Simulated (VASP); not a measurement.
Write the native input for VASP 6.6.1 that does the following.

| Quantity | Value |
| --- | --- |
| Task | relaxation of cell and atoms |
| Functional | LDA |
| Potentials or basis | VASP PAW LDA potentials, release 64 (Y_sv, H, Se) |
| Cutoff | 600 eV |
| k mesh | 9 × 9 × 8 |
| Occupations | gaussian, width 0.02 eV |
| Spin | no spin polarisation |
| Dipole correction | no |
| Further INCAR settings | ALGO = Normal; EDIFF = 1e-06; IBRION = 2; EDIFFG = -0.005; NSW = 100; ISIF = 3 |

The structure of YHSe lies in POSCAR:

```
YHSe
1.0
    3.8409313358      0.0000000000      0.0000000000
   -1.9204656679      3.3263441110      0.0000000000
    0.0000000000      0.0000000000      3.9155495600
Y H Se
1 1 1
Direct
    0.0000000000      0.0000000000      0.0000000000
    0.3333333300      0.6666666700      0.0000000000
    0.6666666700      0.3333333300      0.5000000000
```

The cell comes from a database or a generator and needn't be the stable form of this composition.

The input as run:

INCAR

```
SYSTEM = YHSe
ALGO = Normal ; EDIFF = 1E-6
EDIFFG = -0.005 ; ENCUT = 600
GGA = CA ; IBRION = 2
ISIF = 3 ; ISMEAR = 0
LASPH = .TRUE. ; LCHARG = .FALSE.
LREAL = .FALSE. ; LWAVE = .FALSE.
NELM = 100 ; NSW = 100
PREC = Accurate ; SIGMA = 0.02
```

KPOINTS

```
k-points
0
G
  9 9 8
  0 0 0
```

Potentials or basis: VASP PAW LDA potentials, release 64 (Y_sv, H, Se).

Run with:

```bash
$ cat potpaw_LDA.64/Y_sv/POTCAR potpaw_LDA.64/H/POTCAR potpaw_LDA.64/Se/POTCAR > POTCAR
$ mpirun -np 1 vasp_std > vasp.out
```

Results of the run:

```
Relaxed volume                         : 15.62 Å³/atom
Relaxed cell                           : a = 3.765 Å, b = 3.765 Å, c = 3.817 Å, α = 90.00°, β = 90.00°, γ = 120.00°
Space group after relaxing (to 0.05 Å) : P-6m2 (No. 187)
Energy gained by relaxing              : 19.3 meV/atom
Ionic steps                            : 8
Pressure after relaxing                : 0.0 GPa
Band gap on the k mesh                 : 1.31 eV, indirect (least direct gap 1.69 eV)
```

Caveat: an odd mesh through Γ misses points on the zone boundary, where band edges often lie.

Run time: 2.5 min on 1 thread of Intel(R) Xeon(R) Platinum 8259CL CPU @ 2.50GHz (Skylake/Cascade Lake), with other jobs on the host, peak memory 0.22 GiB.
